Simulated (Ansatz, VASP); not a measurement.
# LuBPd3: VASP beside Ansatz

Wanted: the spread between two codes on one cell, functional and k mesh. The cell is taken from a series of runs on this material, whose earlier steps may have relaxed, scaled, displaced or heated it; both programs get it as it stands.

Program: Ansatz 0.2.0. Level of theory: plane waves, with VASP 6.6.1 beside it; relaxation of cell and atoms at PBEsol. Results are calculated unless marked as measured.

## (1) The structure

Symmetry: Pm-3m, No. 221, cubic system. Conventional cell: a = 4.226 Å, b = 4.226 Å, c = 4.226 Å, α = 90.00°, β = 90.00°, γ = 90.00°. Nearest to Lu lie 12 Pd at 2.99 Å. Nearest to B lie 6 Pd at 2.11 Å. Nearest to Pd lie 2 B at 2.11 Å and 8 Pd at 2.99 Å and 4 Lu at 2.99 Å. Farther neighbours are not listed.

## (2) VASP: relaxation of cell and atoms, PBEsol

The relaxed volume is the usual yardstick between codes: in a stiff, nearly cubic crystal its relative difference is about their pressure difference at one cell divided by the bulk modulus.

Lines of VASP's logs that name or quote its potential files are left out, and so is its time.

Contents of INCAR:

```
SYSTEM = LuBPd3
PREC = Accurate
ENCUT = 500
EDIFF = 1E-07
NELM = 120
ISMEAR = 0
SIGMA = 0.1
LREAL = .FALSE.
ALGO = Normal
GGA = PS
NBANDS = 27
LASPH = .TRUE.
LORBIT = 11
LWAVE = .FALSE.
LCHARG = .FALSE.
ISIF = 3
IBRION = 2
NSW = 80
EDIFFG = -0.005
GGA_COMPAT = .FALSE.
NELMIN = 4
KPAR = 2
```

Contents of POSCAR:

```
LuBPd3
1.0
    4.2263880000      0.0000000000      0.0000000000
    0.0000000000      4.2263880000      0.0000000000
    0.0000000000      0.0000000000      4.2263880000
Lu B Pd
1 1 3
Direct
    0.0000000000      0.0000000000      0.0000000000
    0.5000000000      0.5000000000      0.5000000000
    0.0000000000      0.5000000000      0.5000000000
    0.5000000000      0.0000000000      0.5000000000
    0.5000000000      0.5000000000      0.0000000000
```

Contents of KPOINTS:

```
Automatic mesh
0
Gamma
8 8 8
0 0 0
```

Potentials, in the order of the species: Lu_3, B and Pd (PBE family, release 64).

The run is started by

```
> mpirun -np 2 vasp_std
```

Numbers of over 12 decimals in the logs are rounded to 6 here.

The program printed:

```text
[banner, memory and clock lines left out]
running    2 mpi-ranks, on    1 nodes
 distrk:  each k-point on    1 cores,    2 groups
 distr:  one band on    1 cores,    1 groups

 POSCAR found type information on POSCAR LuB Pd
 POSCAR found :  3 types and       5 ions
|                                                                             |
|               ----> ADVICE to this user running VASP <----                  |
|                                                                             |
|     You enforced a specific xc type in the INCAR file but a different       |
|     [... a line on the potential file left out ...]
|     I HOPE YOU KNOW WHAT YOU ARE DOING!                                     |
|                                                                             |

 LDA part: xc-table for (Slater+PW92), standard interpolation
 POSCAR, INCAR and KPOINTS ok, starting setup
 FFT: planning ... GRIDC
 FFT: planning ... GRID_SOFT
 FFT: planning ... GRID
 WAVECAR not read
 entering main loop
       N       E                     dE             d eps       ncg     rms          rms(c)
DAV:   1     0.236790373612E+03    0.23679E+03   -0.19711E+04  2901   0.168E+03
DAV:   2    -0.229564508997E+02   -0.25975E+03   -0.25083E+03  2964   0.533E+02
DAV:   3    -0.354731772090E+02   -0.12517E+02   -0.12185E+02  3132   0.974E+01
DAV:   4    -0.356992309067E+02   -0.22605E+00   -0.22295E+00  3040   0.105E+01
DAV:   5    -0.357023014535E+02   -0.30705E-02   -0.30589E-02  2923   0.100E+00    0.321E+01
DAV:   6    -0.334073983875E+02    0.22949E+01   -0.14593E+01  2708   0.262E+01    0.143E+01
DAV:   7    -0.332022494567E+02    0.20515E+00   -0.23737E+00  3244   0.147E+01    0.105E+01
DAV:   8    -0.331240455002E+02    0.78204E-01   -0.23702E-01  2972   0.367E+00    0.198E+00
DAV:   9    -0.331235089557E+02    0.53654E-03   -0.11234E-02  3120   0.716E-01    0.262E-01
DAV:  10    -0.331230120894E+02    0.49687E-03   -0.27138E-03  3116   0.470E-01    0.131E-01
DAV:  11    -0.331229999825E+02    0.12107E-04   -0.17516E-04  3114   0.113E-01    0.329E-02
DAV:  12    -0.331229976971E+02    0.22854E-05   -0.95610E-06  3220   0.289E-02    0.151E-02
DAV:  13    -0.331229968852E+02    0.81192E-06   -0.16795E-06  3066   0.149E-02    0.751E-03
DAV:  14    -0.331229970655E+02   -0.18032E-06   -0.75959E-08  1322   0.428E-03    0.742E-04
DAV:  15    -0.331229970417E+02    0.23749E-07   -0.52308E-08  1456   0.237E-03
   1 F= -.33122997E+02 E0= -.33117385E+02  d E =-.331230E+02
 curvature:   0.00 expect dE= 0.000E+00 dE for cont linesearch  0.000E+00
 trial: gam= 0.00000 g(F)=  0.000E+00 g(S)=  0.264E-02 ort = 0.000E+00 (trialstep = 0.100E+01)
 search vector abs. value=  0.264E-02
 bond charge predicted
       N       E                     dE             d eps       ncg     rms          rms(c)
DAV:   1    -0.331618045296E+02   -0.38807E-01   -0.64273E-01  2738   0.866E+00    0.171E+00
DAV:   2    -0.331284360822E+02    0.33368E-01   -0.26225E-01  2985   0.417E+00    0.543E-01
DAV:   3    -0.331233006350E+02    0.51354E-02   -0.19434E-02  3252   0.153E+00    0.178E-01
DAV:   4    -0.331226490535E+02    0.65158E-03   -0.29010E-03  3115   0.710E-01    0.111E-01
DAV:   5    -0.331226383747E+02    0.10679E-04   -0.76209E-05  2890   0.644E-02    0.815E-02
DAV:   6    -0.331226420891E+02   -0.37143E-05   -0.29736E-05  2902   0.361E-02    0.710E-03
DAV:   7    -0.331226428991E+02   -0.81002E-06   -0.27411E-06  2851   0.103E-02    0.644E-03
DAV:   8    -0.331226426563E+02    0.24279E-06   -0.10343E-07  1380   0.591E-03    0.201E-03
DAV:   9    -0.331226425921E+02    0.64141E-07   -0.64979E-08  1225   0.320E-03
   2 F= -.33122643E+02 E0= -.33116949E+02  d E =0.354450E-03
 trial-energy change:    0.000354  1 .order    0.000382   -0.002642    0.003406
 step:   0.4436(harm=  0.4369)  dis= 0.00000  next Energy=   -33.123585 (dE=-0.588E-03)
 bond charge predicted
       N       E                     dE             d eps       ncg     rms          rms(c)
DAV:   1    -0.331356553909E+02   -0.13013E-01   -0.19886E-01  2717   0.481E+00    0.927E-01
DAV:   2    -0.331253331405E+02    0.10322E-01   -0.79535E-02  2980   0.229E+00    0.294E-01
DAV:   3    -0.331238106877E+02    0.15225E-02   -0.58046E-03  3268   0.855E-01    0.106E-01
DAV:   4    -0.331235928344E+02    0.21785E-03   -0.84997E-04  3123   0.377E-01    0.576E-02
DAV:   5    -0.331235884680E+02    0.43664E-05   -0.21274E-05  3032   0.357E-02    0.412E-02
DAV:   6    -0.331235865828E+02    0.18853E-05   -0.78096E-06  2877   0.179E-02    0.515E-03
DAV:   7    -0.331235863956E+02    0.18721E-06   -0.62511E-07  2035   0.540E-03    0.220E-03
DAV:   8    -0.331235864533E+02   -0.57687E-07   -0.40682E-08  1211   0.305E-03
   3 F= -.33123586E+02 E0= -.33117939E+02  d E =-.589412E-03
 curvature:  -0.22 expect dE=-0.339E-07 dE for cont linesearch -0.339E-07
 trial: gam= 0.00000 g(F)=  0.937E-66 g(S)=  0.155E-06 ort =-0.203E-04 (trialstep = 0.889E+00)
 search vector abs. value=  0.155E-06
 reached required accuracy - stopping structural energy minimisation
```

OUTCAR, selected parts (step 2):

```text
ion  position               nearest neighbor table
   1  0.000  0.000  0.000-   3 2.99   4 2.99   5 2.99   3 2.99   4 2.99   3 2.99   5 2.99   3 2.99
                             4 2.99   5 2.99   4 2.99   5 2.99
   2  0.500  0.500  0.500-   3 2.11   4 2.11   5 2.11   5 2.11   4 2.11   3 2.11
   3  0.000  0.500  0.500-   2 2.11   2 2.11   4 2.99   5 2.99   1 2.99   5 2.99   1 2.99   4 2.99
                             1 2.99   1 2.99   4 2.99   5 2.99   5 2.99   4 2.99
   4  0.500  0.000  0.500-   2 2.11   2 2.11   3 2.99   5 2.99   1 2.99   5 2.99   1 2.99   3 2.99
                             5 2.99   5 2.99   1 2.99   3 2.99   1 2.99   3 2.99
   5  0.500  0.500  0.000-   2 2.11   2 2.11   3 2.99   4 2.99   1 2.99   3 2.99   4 2.99   1 2.99
                             4 2.99   4 2.99   1 2.99   3 2.99   3 2.99   1 2.99

  LATTYP: Found a simple cubic cell.
 ALAT       =     4.2263880000

 Subroutine GETGRP returns: Found 48 space group operations
 (whereof 48 operations were pure point group operations)

The static configuration has the point symmetry O_h .

 Found     35 irreducible k-points:

   k-points           NKPTS =     35   k-points in BZ     NKDIM =     35   number of bands    NBANDS=     27

   dimension x,y,z NGX =    32 NGY =   32 NGZ =   32
   dimension x,y,z NGXF=    64 NGYF=   64 NGZF=   64

   ENCUT  =  500.0 eV  36.75 Ry    6.06 a.u.   7.71  7.71  7.71*2*pi/ulx,y,z

   NELECT =      42.0000    total number of electrons

 k-points in reciprocal lattice and weights: Automatic mesh
   0.00000000  0.00000000  0.00000000       0.002
   0.12500000  0.00000000  0.00000000       0.012
   0.25000000  0.00000000  0.00000000       0.012
   0.37500000  0.00000000  0.00000000       0.012
   0.50000000  0.00000000  0.00000000       0.006
   0.12500000  0.12500000  0.00000000       0.023
   0.25000000  0.12500000  0.00000000       0.047
   0.37500000  0.12500000  0.00000000       0.047
   0.50000000  0.12500000  0.00000000       0.023
[...]
0.50000000  0.50000000  0.37500000       0.012
   0.50000000  0.50000000  0.50000000       0.002

 average (electrostatic) potential at core
       1 -27.4727       2 -25.1066       3 -72.9650       4 -72.9650       5 -72.9650

 E-fermi :   8.2469

 k-point     1 :       0.0000    0.0000    0.0000
  band No.  band energies     occupation
    ...
     18       6.5553      2.00000
     19       6.5553      2.00000
     20       6.5581      2.00000
     21       6.5581      2.00000
     22       6.5581      2.00000
     23      10.4137      0.00000
     24      10.4137      0.00000
     25      13.0174      0.00000
     26      13.0174      0.00000
     27      13.0174      0.00000

 k-point     2 :       0.1250    0.0000    0.0000
  band No.  band energies     occupation
    ...
     18       6.4475      2.00000
     19       6.4701      2.00000
     20       6.5555      2.00000
     21       7.3693      2.00000
     22       7.3693      2.00000
     23      10.3771      0.00000
     24      10.7025      0.00000
     25      12.4602      0.00000
     26      12.4602      0.00000
     27      12.9797      0.00000

 k-point     3 :       0.2500    0.0000    0.0000
  band No.  band energies     occupation
    ...
     18       6.0507      2.00000
     19       6.2148      2.00000
     20       6.5560      2.00000
     21       8.0858      1.97732
     22       8.0858      1.97732
     23      10.2771      0.00000
     24      11.1759      0.00000
     25      11.6847      0.00000
     26      11.6847      0.00000
     27      12.8932      0.00000

  Total        0.0023156      0.0023156      0.0023156      0.0000000     -0.0000000     -0.0000000
  in kB        0.0493346      0.0493346      0.0493346      0.0000000     -0.0000000     -0.0000000
  external PRESSURE =       0.0493346 kB  Pullay stress =       0.0000000 kB

  energy-cutoff  :      500.00
  volume of cell :       75.20
      direct lattice vectors                 reciprocal lattice vectors
     4.220922998  0.000000000  0.000000000     0.236915007 -0.000000000 -0.000000000
     0.000000000  4.220922998  0.000000000    -0.000000000  0.236915007  0.000000000
     0.000000000  0.000000000  4.220922998    -0.000000000  0.000000000  0.236915007

 POSITION                                       TOTAL-FORCE (eV/Angst)
 -----------------------------------------------------------------------------------
      0.00000      0.00000      0.00000         0.000000      0.000000      0.000000
      2.11046      2.11046      2.11046        -0.000000      0.000000      0.000000
      0.00000      2.11046      2.11046        -0.000000      0.000000      0.000000
      2.11046      0.00000      2.11046         0.000000      0.000000      0.000000
      2.11046      2.11046      0.00000         0.000000      0.000000      0.000000
 -----------------------------------------------------------------------------------
    total drift:                                0.000000     -0.000000     -0.000000

  FREE ENERGIE OF THE ION-ELECTRON SYSTEM (eV)
  ---------------------------------------------------
  free  energy   TOTEN  =       -33.1235864533 eV

  energy  without entropy=      -33.1122915004  energy(sigma->0) =      -33.11793898

 reached required accuracy - stopping structural energy minimisation

 total charge
# of ion       s       p       d       tot
------------------------------------------
    1        0.432   6.644   0.836   7.911
    2        0.719   1.095   0.000   1.814
    3        0.539   0.584   8.565   9.688
    4        0.539   0.584   8.565   9.688
    5        0.539   0.584   8.565   9.688
--------------------------------------------------
tot          2.766   9.490  26.531  38.788

[... 3 further parts left out ...]
```

CONTCAR:

```
LuBPd3
   1.00000000000000
     4.2209229980653884    0.0000000000000000    0.0000000000000000
     0.0000000000000000    4.2209229980653884    0.0000000000000000
     0.0000000000000000    0.0000000000000000    4.2209229980653884
  Lu              B               Pd
     1     1     3
Direct
     0.0000000000000000    0.0000000000000000    0.0000000000000000
     0.5000000000000000    0.5000000000000000    0.5000000000000000
     0.0000000000000000    0.5000000000000000    0.5000000000000000
     0.5000000000000000    0.0000000000000000    0.5000000000000000
     0.5000000000000000    0.5000000000000000    0.0000000000000000
```

The data set Lu_3 holds the 4f electrons frozen in the core, so no f bands or f moments appear.

(Continued in part 2 of 2.)

[Lines on the potential files, build, host, timing and source positions are cut from VASP's logs without a mark.]

[Logs are printed without paths, hosts, clocks, repeated set-up lines and the standing remarks that a program may print on its own settings, such as how far it seeks lower states.]

[Hosts, paths, dates, database ids (printed as entryN), source tags and the programs' standing remarks are cut or masked in the printed files.]
